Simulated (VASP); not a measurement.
Here is the system:

```
CuI
1.0
    0.00000     2.93058     2.93058
    2.93058     0.00000     2.93058
    2.93058     2.93058     0.00000
Cu I
1 1
Direct
  0.00000   0.00000   0.00000
  0.25000   0.25000   0.25000
```

These are LDA (Ceperley-Alder, Perdew-Zunger), VASP's LDA PAW potentials (set 64) (plane waves; VASP) values and carry that method's errors. Run with 400 eV cut-off, 11×11×11 Γ-centred mesh, Gaussian smearing of 0.010 eV, potentials Cu I.

The dielectric response may not be converged in the k-mesh; for small gaps it tends to come out too large.

**Question.** The job: CuI (zinc blende), 2 atoms, LDA, DFPT for ε, Born charges and Γ modes, 400 eV, 11×11×11 Γ-centred mesh. Roughly how much core time does it take on a busy server core?

**Answer.** About 10 core-minutes (one run on a shared machine, a rough figure). It had 56 irreducible k-points, 13 bands, up to 941 plane waves and 188 electronic steps.

The compound is CuI in the zinc blende structure. It was relaxed first, which changed the volume by -9 %.
